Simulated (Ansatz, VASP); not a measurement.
**PbO (Litharge) in two plane-wave programs**

Aim: how closely do two programs agree when they are given the same cell, functional and k mesh? Other levels of theory on this material are compared in a session of their own.

Calculated with Ansatz 0.2.0; plane waves, with VASP 6.6.1 beside it; band structure at PBE, spin-orbit coupling.

The database entry behind the starting cell differs from later determinations by our own check (an axis about 0.4 % long against later determinations), so it need not match the best structure at ambient conditions.

## 1. The starting structure

It takes space group P4/nmm (No. 129, tetragonal). The conventional cell has a = 3.990 Å, b = 3.990 Å, c = 5.010 Å, α = 90.00°, β = 90.00°, γ = 90.00°. Pb has 4 O at 2.33 Å nearest. O has 4 Pb at 2.33 Å nearest. Farther neighbours and most contacts between anions are not listed.

As a file:

```cif
data_structure
_symmetry_space_group_name_H-M 'P 1'
_symmetry_Int_Tables_number 1
_cell_length_a 3.9900
_cell_length_b 3.9900
_cell_length_c 5.0100
_cell_angle_alpha 90.000
_cell_angle_beta 90.000
_cell_angle_gamma 90.000
_cell_volume 79.76
loop_
_atom_site_label
_atom_site_type_symbol
_atom_site_fract_x
_atom_site_fract_y
_atom_site_fract_z
_atom_site_occupancy
Pb1 Pb 0.00000 0.50000 0.24000 1
Pb2 Pb 0.50000 0.00000 0.76000 1
O3 O 0.00000 0.00000 0.00000 1
O4 O 0.50000 0.50000 0.00000 1
```

## 2. VASP: band structure, PBE, spin-orbit coupling

Levels along a path test the potential and the projectors away from the mesh points.

Lines of VASP's logs that name or quote its potential files are left out, and so is its time.

Input file INCAR:

```
SYSTEM = PbO
PREC = Accurate
ENCUT = 520
EDIFF = 1E-06
NELM = 100
ISMEAR = 0
SIGMA = 0.02
LREAL = .FALSE.
ALGO = Normal
GGA = PE
LNONCOLLINEAR = .TRUE.
MAGMOM = 0 0 0 0 0 0 0 0 0 0 0 0
NBANDS = 52
GGA_COMPAT = .FALSE.
LASPH = .TRUE.
LSORBIT = .TRUE.
LORBIT = 11
LWAVE = .FALSE.
LCHARG = .FALSE.
KPAR = 4
NCORE = 2
```

Input file POSCAR:

```
PbO
1.0
    3.9900000000      0.0000000000      0.0000000000
    0.0000000000      3.9900000000      0.0000000000
    0.0000000000      0.0000000000      5.0100000000
Pb O
2 2
Direct
    0.0000000000      0.5000000000      0.2400000000
    0.5000000000      0.0000000000      0.7600000000
    0.0000000000      0.0000000000      0.0000000000
    0.5000000000      0.5000000000      0.0000000000
```

Input file KPOINTS:

```
Automatic mesh
0
Gamma
4 4 3
0 0 0
```

Input file KPOINTS_OPT:

```
Line mode
16
Line-mode
Reciprocal
  0.00000000   0.00000000   0.00000000 GAMMA
  0.00000000   0.50000000   0.00000000 X

  0.00000000   0.50000000   0.00000000 X
  0.50000000   0.50000000   0.00000000 M

  0.50000000   0.50000000   0.00000000 M
  0.00000000   0.00000000   0.00000000 GAMMA

  0.00000000   0.00000000   0.00000000 GAMMA
  0.00000000   0.00000000   0.50000000 Z

  0.00000000   0.00000000   0.50000000 Z
  0.00000000   0.50000000   0.50000000 R

  0.00000000   0.50000000   0.50000000 R
  0.50000000   0.50000000   0.50000000 A

  0.50000000   0.50000000   0.50000000 A
  0.00000000   0.00000000   0.50000000 Z

  0.00000000   0.50000000   0.00000000 X
  0.00000000   0.50000000   0.50000000 R

  0.50000000   0.50000000   0.00000000 M
  0.50000000   0.50000000   0.50000000 A
```

The projector-augmented-wave data sets are Pb_d and O (PBE family, release 64).

The run is started by

```bash
$ mpirun -np 8 vasp_ncl
```

Numbers of over 12 decimals in the logs are rounded to 6 here.

Output:

```text
[banner, memory and clock lines left out]
running    8 mpi-ranks, on    1 nodes
 distrk:  each k-point on    2 cores,    4 groups
 distr:  one band on    2 cores,    1 groups

 POSCAR found type information on POSCAR PbO
 POSCAR found :  2 types and       4 ions
 LDA part: xc-table for (Slater+PW92), standard interpolation
 POSCAR, INCAR and KPOINTS ok, starting setup
 FFT: planning ... GRIDC
 FFT: planning ... GRID_SOFT
 FFT: planning ... GRID
 WAVECAR not read
 entering main loop
       N       E                     dE             d eps       ncg     rms          rms(c)
DAV:   1     0.543084131453E+03    0.54308E+03   -0.18866E+04  1248   0.184E+03
DAV:   2     0.680732765181E+02   -0.47501E+03   -0.44813E+03  1296   0.515E+02
DAV:   3    -0.200116104640E+02   -0.88085E+02   -0.83315E+02  1560   0.241E+02
DAV:   4    -0.265055818492E+02   -0.64940E+01   -0.64067E+01  1644   0.676E+01
DAV:   5    -0.266656209825E+02   -0.16004E+00   -0.15965E+00  1636   0.121E+01    0.122E+01
DAV:   6    -0.223178052197E+02    0.43478E+01   -0.15692E+01  1848   0.429E+01    0.533E+00
DAV:   7    -0.222063818696E+02    0.11142E+00   -0.27211E+00  1680   0.152E+01    0.255E+00
DAV:   8    -0.221942939999E+02    0.12088E-01   -0.53353E-01  1732   0.516E+00    0.758E-01
DAV:   9    -0.221843650059E+02    0.99290E-02   -0.33733E-02  1888   0.286E+00    0.214E-01
DAV:  10    -0.221858381690E+02   -0.14732E-02   -0.10188E-02  1668   0.934E-01    0.133E-01
DAV:  11    -0.221864944946E+02   -0.65633E-03   -0.10094E-03  2008   0.308E-01    0.712E-02
DAV:  12    -0.221864214133E+02    0.73081E-04   -0.65000E-04  1868   0.381E-01    0.432E-02
DAV:  13    -0.221864008756E+02    0.20538E-04   -0.11365E-04  1792   0.125E-01    0.211E-02
DAV:  14    -0.221863994767E+02    0.13989E-05   -0.27827E-05  1652   0.386E-02    0.820E-03
DAV:  15    -0.221863988878E+02    0.58894E-06   -0.14300E-06  1144   0.931E-03
   1 F= -.22186399E+02 E0= -.22186399E+02  d E =-.569127E-28  mag=     0.0000     0.0000    -0.0000
 Start KPOINTS_OPT (optional k-point list driver)
k-point batch [1-12\144]
       N       E                     dE             ncg
DAV:   1     0.376874364054E+04    0.91602E+03     1248
DAV:   2    -0.175890837845E+04   -0.55277E+04     1256
DAV:   3    -0.278740815166E+04   -0.10285E+04     1520
DAV:   4    -0.287663816644E+04   -0.89230E+02     1644
DAV:   5    -0.287926921149E+04   -0.26310E+01     1648
DAV:   6    -0.287937367207E+04   -0.10446E+00     1676
DAV:   7    -0.287938026280E+04   -0.65907E-02     1868
DAV:   8    -0.287938046001E+04   -0.19721E-03     1812
DAV:   9    -0.287938046317E+04   -0.31558E-05     1404
DAV:  10    -0.287938046335E+04   -0.17834E-06     1008
[...]
k-point batch [133-144\144]
       N       E                     dE             ncg
DAV:   1     0.355733148368E+04   -0.13509E+05     1248
DAV:   2    -0.190434311306E+04   -0.54617E+04     1320
DAV:   3    -0.282205363432E+04   -0.91771E+03     1528
DAV:   4    -0.289715289833E+04   -0.75099E+02     1616
DAV:   5    -0.289919950539E+04   -0.20466E+01     1536
DAV:   6    -0.289930464608E+04   -0.10514E+00     1624
DAV:   7    -0.289931058422E+04   -0.59381E-02     1736
DAV:   8    -0.289931083272E+04   -0.24850E-03     1732
DAV:   9    -0.289931083550E+04   -0.27860E-05     1336
DAV:  10    -0.289931083567E+04   -0.16107E-06      836
```

From OUTCAR (step 2):

```text
ion  position               nearest neighbor table
   1  0.000  0.500  0.240-   3 2.33   4 2.33   3 2.33   4 2.33   2 3.71   2 3.71   2 3.71   2 3.71
                             2 3.84   2 3.84   2 3.84   2 3.84
   2  0.500  0.000  0.760-   3 2.33   4 2.33   4 2.33   3 2.33   1 3.71   1 3.71   1 3.71   1 3.71
                             1 3.84   1 3.84   1 3.84   1 3.84
   3  0.000  0.000  0.000-   1 2.33   2 2.33   1 2.33   2 2.33
   4  0.500  0.500  0.000-   1 2.33   2 2.33   2 2.33   1 2.33

  LATTYP: Found a simple tetragonal cell.
 ALAT       =     3.9900000000
 C/A-ratio  =     1.2556390977

 Subroutine GETGRP returns: Found 16 space group operations
 (whereof  8 operations were pure point group operations)

The static configuration has the point symmetry D_2d.
 The point group associated with its full space group is D_4h.

 Found     12 irreducible k-points:

   k-points           NKPTS =     12   k-points in BZ     NKDIM =     12   number of bands    NBANDS=     52

   dimension x,y,z NGX =    30 NGY =   30 NGZ =   40
   dimension x,y,z NGXF=    60 NGYF=   60 NGZF=   80

   ENCUT  =  520.0 eV  38.22 Ry    6.18 a.u.   7.42  7.42  9.32*2*pi/ulx,y,z

   NELECT =      40.0000    total number of electrons

 k-points in reciprocal lattice and weights: Automatic mesh
   0.00000000  0.00000000  0.00000000       0.021
   0.25000000  0.00000000  0.00000000       0.083
   0.50000000  0.00000000  0.00000000       0.042
   0.25000000  0.25000000  0.00000000       0.083
   0.50000000  0.25000000  0.00000000       0.083
   0.50000000  0.50000000  0.00000000       0.021
   0.00000000  0.00000000  0.33333333       0.042
   0.25000000  0.00000000  0.33333333       0.167
   0.50000000  0.00000000  0.33333333       0.083
   0.25000000  0.25000000  0.33333333       0.167
   0.50000000  0.25000000  0.33333333       0.167
   0.50000000  0.50000000  0.33333333       0.042

 average (electrostatic) potential at core
       1 -91.2473       2 -91.2473       3 -69.4533       4 -69.4533

 E-fermi :   5.1863

 k-point     1 :       0.0000    0.0000    0.0000
  band No.  band energies     occupation
    ...
     36       3.3643      1.00000
     37       3.5143      1.00000
     38       3.5143      1.00000
     39       5.0357      1.00000
     40       5.0357      1.00000
     41       7.3242      0.00000
     42       7.3242      0.00000
     43       9.6480      0.00000
     44       9.6480      0.00000
     45      10.2562      0.00000
    ...

 k-point     2 :       0.2500    0.0000    0.0000
  band No.  band energies     occupation
    ...
     36       3.0415      1.00000
     37       3.1469      1.00000
     38       3.1469      1.00000
     39       4.8100      1.00000
     40       4.8100      1.00000
     41       8.2656      0.00000
     42       8.2656      0.00000
     43       8.6374      0.00000
     44       8.6374      0.00000
     45      10.1713      0.00000
    ...

 k-point     3 :       0.5000    0.0000    0.0000
  band No.  band energies     occupation
    ...
     36       2.1503      1.00000
     37       3.3952      1.00000
     38       3.3952      1.00000
     39       3.3952      1.00000
     40       3.3952      1.00000
     41       8.3429      0.00000
     42       8.3429      0.00000
     43       8.3429      0.00000
     44       8.3429      0.00000
     45      11.0771      0.00000
    ...

  Total        1.6042603      1.6042603      1.1547582      0.0000000     -0.0000000      0.0000000
  in kB       32.2256663     32.2256663     23.1962686      0.0000000     -0.0000000      0.0000000
  external PRESSURE =      29.2158671 kB  Pullay stress =       0.0000000 kB

  energy-cutoff  :      520.00
  volume of cell :       79.76
      direct lattice vectors                 reciprocal lattice vectors
     3.990000000  0.000000000  0.000000000     0.250626566  0.000000000  0.000000000
     0.000000000  3.990000000  0.000000000     0.000000000  0.250626566  0.000000000
     0.000000000  0.000000000  5.010000000     0.000000000  0.000000000  0.199600798

 POSITION                                       TOTAL-FORCE (eV/Angst)
 -----------------------------------------------------------------------------------
      0.00000      1.99500      1.20240        -0.000000      0.000000      0.054893
      1.99500      0.00000      3.80760         0.000000     -0.000000     -0.054893
      0.00000      0.00000      0.00000        -0.000000      0.000000      0.000000
      1.99500      1.99500      0.00000        -0.000000     -0.000000      0.000000
 -----------------------------------------------------------------------------------
    total drift:                                0.000000      0.000000      0.000000

  FREE ENERGIE OF THE ION-ELECTRON SYSTEM (eV)
  ---------------------------------------------------
  free  energy   TOTEN  =       -22.1863988878 eV

  energy  without entropy=      -22.1863988878  energy(sigma->0) =      -22.18639889

 Spin-Orbit-Coupling matrix elements
 Ion:    1  E_soc:     -0.7789364
 Ion:    2  E_soc:     -0.7789364
 Ion:    3  E_soc:     -0.0009889
 Ion:    4  E_soc:     -0.0009889

 total charge
# of ion       s       p       d       tot
------------------------------------------
    1        1.372   0.634   9.878  11.884
    2        1.372   0.634   9.878  11.884
    3        1.580   3.381   0.000   4.961
    4        1.580   3.381   0.000   4.961
--------------------------------------------------
tot          5.905   8.029  19.756  33.690

 magnetization (x)
# of ion       s       p       d       tot
------------------------------------------
    1        0.000  -0.000   0.000  -0.000
    2        0.000  -0.000   0.000  -0.000
    3       -0.000   0.000   0.000  -0.000
    4       -0.000   0.000   0.000  -0.000
--------------------------------------------------
tot         -0.000  -0.000   0.000  -0.000

 magnetization (y)
# of ion       s       p       d       tot
------------------------------------------
    1       -0.000   0.000   0.000  -0.000
    2        0.000   0.000   0.000   0.000
    3        0.000   0.000   0.000   0.000
    4        0.000   0.000   0.000   0.000
--------------------------------------------------
tot          0.000   0.000   0.000   0.000

 magnetization (z)
# of ion       s       p       d       tot
------------------------------------------
    1       -0.000  -0.000   0.000  -0.000
    2       -0.000  -0.000   0.000  -0.000
    3        0.000   0.000   0.000   0.000
    4        0.000   0.000   0.000   0.000
--------------------------------------------------
tot          0.000  -0.000   0.000   0.000

[... 3 further parts left out ...]
```

VASP adds spin-orbit coupling inside the spheres on scalar-relativistic partial waves, which describe the 6p1/2 states imperfectly, so such gaps can be off by a tenth of an eV or more. At this level the cell is under a pressure of 2.9 GPa, so at these settings it is away from equilibrium.

(Continued in part 2 of 2.)

[Lines on the potential files, build, host, timing and source positions are cut from VASP's logs without a mark.]

[Logs are printed without paths, hosts, clocks, repeated set-up lines and the standing remarks that a program may print on its own settings, such as how far it seeks lower states.]

[Hosts, paths, dates, database ids (printed as entryN), source tags and the programs' standing remarks are cut or masked in the printed files.]
